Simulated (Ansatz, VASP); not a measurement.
## MnF2 (1T-MnF2 monolayer): VASP beside Ansatz

Aim: how closely do two programs agree when they are given the same cell, functional and k mesh? The structure shown is the start of the Ansatz relaxation below; VASP solves that cell, so the two are compared at the walk's first step.

Method: plane waves, with VASP 6.6.1 beside it; single point at PBE with D3(BJ), in Ansatz 0.2.0.

## 1. The starting structure

The cell holds 3 atoms: 2 F and 1 Mn. Its edges and angles: a = 2.659 Å, b = 2.659 Å, c = 28.350 Å, α = 90.0°, β = 90.0°, γ = 120.0°. Vacuum lies along c. The height across the vacuum is the one that the program set for its solve, not the one typed.

## 2. Ansatz: relaxation, PBE with D3(BJ)

Ansatz runs on its default PAW (the set named soft_2) files.

The two programs are compared at the cell with which this relaxation starts, whose forces are those of its first step.

The input, input.yaml:

```yaml
crystal:
  lattice:
    - [2.658653, 0.0, 0.0]
    - [-1.3293265, 2.3024610378, 0.0]
    - [0.0, 0.0, 20.2749637288]
  atoms:
    - { symbol: F, position: [0.6666666667, 0.3333333333, 0.4438972183] }
    - { symbol: Mn, position: [0.0, 0.0, 0.5], spin: 4.0 }
    - { symbol: F, position: [0.3333333333, 0.6666666667, 0.5561027817] }
  periodic: [true, true, false]
magnetization:
  spin_polarized: true
kpoints:
  mp_grid: { grid: [12, 12, 1] }
hamiltonian:
  xc: pbe
  dispersion: d3bj
scf:
  occupations: { method: fermi_dirac, width: 0.05 }
  convergence: { dr2_threshold: 1.0e-09 }
relax:
  f_tol: 0.004
  max_steps: 90
  cell: {}
output:
  write_potential: true
  write_density: true
  volumetric_format: npy
```

Launch:

```sh
$ ansatz run input.yaml --threads 2 --pin off --max-ram 3072MiB --backend cpu --events-out ev --progress --plain --runs-dir out
```

Numbers of over 12 decimals in the logs are rounded to 6 here.

The log of the run:

```text
Warning: crystal.periodic: the lattice vector that does not repeat stood 0.000° off the slab's normal, 20.275 Å along it as the deck builds it. The run solves the slab on a vector along the normal, 28.350 Å long, with every atom where it was (on the deck's vector they left 18.00 Å outside them, and the widest stretch free of ions among them is 1.14 Å). A fractional position that the run reports is one of the run's ce [...]
Warning: relax.cell: scf.convergence.dr2_threshold = 1e-9 eV is looser than the 1.99104382658e-10 eV advised for a relaxation that steers and ends on the stress (1e-10 eV for each atom of the cell: 3, times the square of relax.cell.stress_2d_tol = 0.05 N/m over 12.3 Å (the atoms' height at the walk's start and 5 Å past either face), 4.073e-2 GPa, over a crystal's default 0.05). What an SCF threshold leaves in a stress goes as its square root, and in the free energy as the threshold itself, and one threshold admits the most on a small cell: [figures from the program's tests cut] Set scf.convergence.dr2_threshold to 1.99104382658e-10 eV or tighter. [rest of the remark cut]
crystal.periodic: the lattice vector that does not repeat stood 0.000° off the slab's normal, 20.275 Å along it as the deck builds it. The run solves the slab on a vector along the normal, 28.350 Å long, with every atom where it was (on the deck's vector they left 18.00 Å outside them, and the widest stretch free of ions among them is 1.14 Å). A fractional position that the run reports is one of the run's cell, which [...]
Engine: ansatz 0.2.0, x86_64-unknown-linux-gnu
Pseudopotentials: kind: paw
Pseudopotential: F, paw, valence charge 7, recommended cutoff 420 eV (normal), F.paw.azcp
Pseudopotential: Mn, paw, valence charge 15, recommended cutoff 420 eV (normal), Mn.paw.azcp
Functional definition: PBE
  parameter kappa = 0.804
  parameter beta = 0.066725
  exchange = pbe_x(kappa = kappa, mu = beta*pi^2/3)
  correlation = pbe_c(beta = beta)
Crystal: 3 atoms, lattice volume = 173.543 Å³
Basis set: ecut = 420 eV, 3461 PW (Γ), exchange–correlation on 36×36×384 points (8 copies of the dense FFT grid, shifted against one another)
Bands: 21, of which v1, the nominal top of the filled ones, is band 15 counted from 1 (14 counted from 0)
Symmetry: 12 space group operations
Space group: P-3m1 (ITA 164), of the structure as read, at distance tolerance 5.6e-5 Å
Magnetic group: BNS 164.85 (UNI 1315), of the structure as read, at distance tolerance 5.6e-5 Å
[...]
iter 1 solved again at ethr=3.01e-7 eV; its pass at ethr=3.10e-3 eV (dr2=8.72e-5 eV) is discarded
SCF iter   1: F=—  HF=-5517.010344 eV  |F-HF|=—  |Δ(HF+E_count)|=         —  Δρ=4.39e-6 (↑4.39e-6 ↓4.32e-6)  dr2=3.51e-8  dr2_m=6.12e-10  M=5.000 μB ∫|m|=5.001 μB  β_m=0.65  ethr=3.01e-7  ⟨swp⟩=4.8  Hψ=8116  notcnv=0
eigensolver tolerance schedule: the retry pair's looser diagonalisation over-reported the residual by 2481.35 of it (diagonalisation noise at 0.32 of the residual, at the tolerance the schedule requests for it); recorded, not acted on — ethr = c·dr2/N_el stays at c = 1.0e-1
preconditioner: auto → none  [insulator: Δε(μ)=2.321 eV  Ē_g=13.361 eV  σ=0.050 eV  W_gap=1.00  n_scr=16 (ndim 8)  ℏωp=10.3 eV  f_vac=0.835  D(μ)=0.00/eV (n_scr^D=0)  ε∞_Penn≈1.6]
SCF iter   2: F=—  HF=-5517.010383 eV  |F-HF|=—  |Δ(HF+E_count)|=   3.87e-5  Δρ=3.02e-6 (↑3.02e-6 ↓2.61e-6)  dr2=5.08e-8  dr2_m=7.26e-10  M=5.000 μB ∫|m|=5.001 μB  β_m=0.30  ethr=1.21e-10  ⟨swp⟩=4.5  Hψ=2095  notcnv=0
SCF iter   3: F=—  HF=-5517.010378 eV  |F-HF|=—  |Δ(HF+E_count)|=   4.63e-6  Δρ=1.71e-6 (↑1.71e-6 ↓1.62e-6)  dr2=3.62e-9  dr2_m=2.16e-10  M=5.000 μB ∫|m|=5.001 μB  β_m=0.64  ethr=1.21e-10  ⟨swp⟩=2.1  Hψ=1167  notcnv=0
SCF iter   4: F=—  HF=-5517.010394 eV  |F-HF|=—  |Δ(HF+E_count)|=   1.62e-5  Δρ=2.07e-7 (↑1.77e-7 ↓2.07e-7)  dr2=2.05e-10  dr2_m=3.08e-11  M=5.000 μB ∫|m|=5.001 μB  β_m=0.63  ethr=1.25e-11  ⟨swp⟩=3.4  Hψ=1722  notcnv=0
iter 5 met the thresholds in force, and the SCF goes on: an eigenvalue changes by 9.62 meV, over its tolerance of 0.05 meV (output.eigenvalues, Limitations)
SCF iter   5: F=-5517.010395 eV  HF=-5517.010394 eV  |F-HF|=1.22e-7  |Δ(HF+E_count)|=   1.67e-8  Δρ=8.66e-8 (↑6.46e-8 ↓8.66e-8)  dr2=1.64e-11  dr2_m=5.30e-12  M=5.000 μB ∫|m|=5.001 μB  β_m=0.72  ethr=1.00e-12  ⟨swp⟩=11.4  Hψ=5462  notcnv=0
iter 6 met the thresholds in force, and the SCF goes on: an eigenvalue changes by 0.06 meV, over its tolerance of 0.05 meV (output.eigenvalues, Limitations)
SCF iter   6: F=-5517.010395 eV  HF=-5517.010395 eV  |F-HF|=5.93e-10  |Δ(HF+E_count)|=   1.21e-7  Δρ=4.20e-8 (↑4.20e-8 ↓1.83e-8)  dr2=3.51e-12  dr2_m=1.30e-12  M=5.000 μB ∫|m|=5.001 μB  β_m=1.00  ethr=1.00e-12  ⟨swp⟩=8.5  Hψ=4400  notcnv=0
Mixer restart at iter 6: flushing history
SCF iter   7: F=-5517.010395 eV  HF=-5517.010395 eV  |F-HF|=2.64e-11  |Δ(HF+E_count)|=  6.51e-10  Δρ=4.37e-8 (↑4.37e-8 ↓1.57e-8)  dr2=6.10e-12  dr2_m=5.31e-13  M=5.000 μB ∫|m|=5.001 μB  ethr=1.00e-12  ⟨swp⟩=6.8  Hψ=4164  notcnv=0
SCF 19 converged in 7 iterations: F = -5517.010395 eV  dr2 = 6.10e-12
relax step  19: F+E_penalty+E_count = -5517.01039457 eV  Δ(F+E_penalty+E_count) = -2.301e-4 eV  max|allowed force component| = 4.258e-6 eV/Å  Δτ_max = 0.0000 Å  P = +0.003 N/m  Ω = 271.149 Å³  fix = [c, alpha, beta]  reactions: c +0.000 N/m  stress off target by 3.33e-3 N/m on what of the cell is left free  SCF on the basis re-selected at this cell (its energy is not comparable with the rows above)  (7 SCF iters)
basis re-selected at this cell: Δ(F+E_penalty+E_count) = -2.301e-4 eV, ΔP = +0.002 N/m vs the last step (what re-selecting the basis moved, of the pressure what is left beyond the Pulay correction that the steps carried, after the strain that the cell walked since its last selection, with what the two solves' SCF thresholds leave and, on support functions, any second-order correction that the steps lacked; it is no m [...]
WARN: The output density's exchange-correlation potential varies sharply where the density is thin. Do not read a vacuum level from v_tot or v_xc, or from such a field of the output density. On a cell that repeats whose density bears no net charge and no dipole along the vacuum's axis use v_es (v_loc + v_h of the components); under efield.dipole_correction with no amplitude use v_es + v_field, which holds any externa [...]
SCF converged after 7 iterations
an eigenvalue changed by more than its tolerance at an iteration that met the thresholds in force, so the SCF went on 2 times, its first undamped step at iteration 6: the last check found none over its tolerance
Magnetization: 5.0000 μB (17.0000 up, 12.0000 down)
Absolute magnetization: 5.0006 μB (∫|ρ↑−ρ↓|, with the PAW one-centre terms)
Spin contamination: 0.0034 ħ² per cell (⟨S²⟩ above its minimum at these occupations)
Per-site moments (μB) at R_I (Å): [(0.104691, 0.886810), (4.218885, 0.886810), (0.104691, 0.886810)]
Free energy (F): -5517.010395 eV
Harris-Foulkes:  -5517.010395 eV  (|F-HF|=2.64e-11)
Internal energy: -5517.010395 eV  (E = F + TS)
E sigma→0 (E₀):  -5517.010395 eV
Fermi energy:    -4.572313 eV
--- Per-component energies (eV) ---
  E_band       = -767.676873
  E_kinetic    = 710.270645
  E_local      = -52485.118902  (includes V_loc(G=0)·N_el)
  E_nonlocal   = 403.701152
  E_hartree    = 25696.492041
  E_xc         = -268.965191
  E_vxc        = -344.165767  (∫ρ·V_xc dr)
  E_paw        = -1710.657884  (= ΣΔE_a)
  E_vpaw       = -445.351893  (= ΣTr[D̂ρ^β])
  E_aug_tail   = 0.004074  (compensation charges beyond the density's cutoff)
  E_ewald      = 22137.512491
  E_disp       = -0.248820  (pairwise vdW)
  E_smearing   = -0.000000  (= −TS)
  E_closure    = 0.000000  (closes the sum)
  Σ components = -5517.010395   (vs F -5517.010395, Δ=0.00e0)
--- Forces (eV/Å), atoms counted from 1 ---
  atom   1  F      0.00000000    -0.00000000    -0.00000426
  atom   2  Mn     0.00000000     0.00000000     0.00000000
  atom   3  F      0.00000000     0.00000000     0.00000426
  max |Σ_I F_I| component: 2.31e-18 eV/Å
--- 2D stress c σ (N/m, compression-positive) ---
        0.003334       0.000000      -0.000000
       -0.000000       0.003334      -0.000000
       -0.000000      -0.000000       0.000000
  P = ½ c Tr σ = 0.0033 N/m
--- Band table (eV; the first three rows and the last of 38) ---
  k-point 0 ↑: bands = [... 11 lower, -10.0018, -7.6160, -7.6160, -7.0841, -5.7421, -5.7421, -3.4218, -1.1609 (-1.1609°), ... 2 higher]
  k-point 1 ↑: bands = [... 11 lower, -9.9648, -7.5860, -7.5718, -7.0936, -5.8317, -5.7647, -3.2100, -1.0090 (-1.0091°), ... 2 higher]
  k-point 2 ↑: bands = [... 11 lower, -9.8918, -7.5272, -7.4681, -7.1346, -6.0445, -5.8195, -2.6183, -0.5892 (-0.5892°), ... 2 higher]
  k-point 18 ↓: bands = [... 11 lower, -10.0601, -3.1746, -2.9156, -2.9156, -2.1654, -2.1654, 3.4611, 3.9508, ... 2 higher]
  ° read free of the cell's end (the report's vacuum.weakly_bound_levels)
--- Relaxed structure (15 steps of the walk, 14 accepted, 4 SCFs on fresh bases) ---
  F+E_penalty+E_count = -5517.01039457 eV   max|allowed force component| = 4.258e-6 eV/Å   (the final SCF, on the basis selected at the relaxed cell)
  cell:  # Å, volume = 271.1495 Å³
    - [3.323250, 0, 0]
    - [-1.661625, 2.878019, 0]
    - [0, 0, 28.349927]
  atoms:
    - { symbol: F, position: [0.666667, 0.333333, 0.323376] }
    - { symbol: Mn, position: [0, 0, 0.357584] }
    - { symbol: F, position: [0.333333, 0.666667, 0.391792] }
```

## 3. VASP: single point, PBE with D3(BJ), start cell

The same cell, functional, mesh and smearing now go to VASP, with its own data sets.

Lines of VASP's logs that name or quote its potential files are left out, and so is its time.

The input, INCAR:

```
SYSTEM = MnF2
PREC = Accurate
ENCUT = 520
EDIFF = 1E-06
NELM = 200
ISMEAR = -1
SIGMA = 0.05
LREAL = .FALSE.
ALGO = Normal
GGA = PE
IVDW = 12
NBANDS = 24
ISPIN = 2
MAGMOM = 0.1 0.1 4.22
LASPH = .TRUE.
LMAXMIX = 4
LORBIT = 11
LWAVE = .FALSE.
LCHARG = .FALSE.
ISIF = 2
LDIPOL = .TRUE.
IDIPOL = 3
DIPOL = 0.5 0.5 0.358
LVHAR = .TRUE.
GGA_COMPAT = .FALSE.
NELMDL = -8
KPAR = 2
```

The input, POSCAR:

```
MnF2
1.0
    2.6586530000      0.0000000000      0.0000000000
   -1.3293260000      2.3024610000      0.0000000000
    0.0000000000      0.0000000000     28.3499270000
F Mn
2 1
Direct
    0.6666666667      0.3333333333      0.3174611349
    0.3333333333      0.6666666667      0.3977069853
    0.0000000000      0.0000000000      0.3575840601
```

The input, KPOINTS:

```
Automatic mesh
0
Gamma
12 12 1
0 0 0
```

PAW data sets: F and Mn_pv (PBE family, release 64).

Launch:

```sh
$ mpirun -np 2 vasp_std
```

The log of the run:

```text
[banner, memory and clock lines left out]
running    2 mpi-ranks, on    1 nodes
 distrk:  each k-point on    1 cores,    2 groups
 distr:  one band on    1 cores,    1 groups

 POSCAR found type information on POSCAR F Mn
 POSCAR found :  2 types and       3 ions
 LDA part: xc-table for (Slater+PW92), standard interpolation
 POSCAR, INCAR and KPOINTS ok, starting setup
 FFT: planning ... GRIDC
 FFT: planning ... GRID_SOFT
 FFT: planning ... GRID
 WAVECAR not read
 entering main loop
       N       E                     dE             d eps       ncg     rms          rms(c)
DAV:   1     0.246046936589E+03    0.24605E+03   -0.13929E+04  2128   0.907E+02
DAV:   2     0.442744731072E+01   -0.24162E+03   -0.22975E+03  2208   0.271E+02
DAV:   3    -0.178083350890E+02   -0.22236E+02   -0.22069E+02  2184   0.896E+01
DAV:   4    -0.180754092798E+02   -0.26707E+00   -0.26698E+00  2008   0.118E+01
DAV:   5    -0.180790329348E+02   -0.36237E-02   -0.36235E-02  2288   0.141E+00
DAV:   6    -0.180791358740E+02   -0.10294E-03   -0.10294E-03  2072   0.238E-01
DAV:   7    -0.180791404867E+02   -0.46127E-05   -0.46127E-05  2328   0.455E-02
DAV:   8    -0.180791407099E+02   -0.22312E-06   -0.22341E-06  1864   0.928E-03    0.273E+01
DAV:   9    -0.163211183121E+02    0.17580E+01   -0.91334E+00  2328   0.283E+01    0.181E+01
DAV:  10    -0.161083905944E+02    0.21273E+00   -0.15208E+00  2160   0.144E+01    0.966E+00
DAV:  11    -0.162712243626E+02   -0.16283E+00   -0.20016E-01  1984   0.491E+00    0.349E+00
DAV:  12    -0.162859229604E+02   -0.14699E-01   -0.36298E-02  2176   0.177E+00    0.565E-01
DAV:  13    -0.162890113687E+02   -0.30884E-02   -0.36975E-03  2000   0.504E-01    0.337E-01
DAV:  14    -0.162950296772E+02   -0.60183E-02   -0.44879E-04  2056   0.168E-01    0.275E-01
[...]
DAV:  27    -0.165427506757E+02   -0.16635E-03   -0.17015E-07  1432   0.229E-03    0.160E-03
DAV:  28    -0.165428271471E+02   -0.76471E-04   -0.21375E-07  1480   0.181E-03    0.109E-03
DAV:  29    -0.165428655361E+02   -0.38389E-04   -0.15059E-07  1504   0.153E-03    0.795E-04
DAV:  30    -0.165429025562E+02   -0.37020E-04   -0.19770E-07  1472   0.142E-03    0.469E-04
DAV:  31    -0.165429099910E+02   -0.74348E-05   -0.56765E-08  1440   0.767E-04    0.288E-04
DAV:  32    -0.165429122189E+02   -0.22279E-05   -0.23065E-08  1440   0.468E-04    0.150E-04
DAV:  33    -0.165429135099E+02   -0.12910E-05   -0.10734E-08  1392   0.302E-04    0.786E-05
DAV:  34    -0.165429140271E+02   -0.51723E-06   -0.16102E-09  1464   0.142E-04
   1 F= -.16802241E+02 E0= -.16784808E+02  d E =-.348660E-01  mag=     3.9374
```

(Part 1 of 2 ends here.)

[Lines on the potential files, build, host, timing and source positions are cut from VASP's logs without a mark.]

[Logs are printed without paths, hosts, clocks, repeated set-up lines and the standing remarks that a program may print on its own settings, such as how far it seeks lower states.]

[Hosts, paths, dates, database ids (printed as entryN), source tags and the programs' standing remarks are cut or masked in the printed files.]
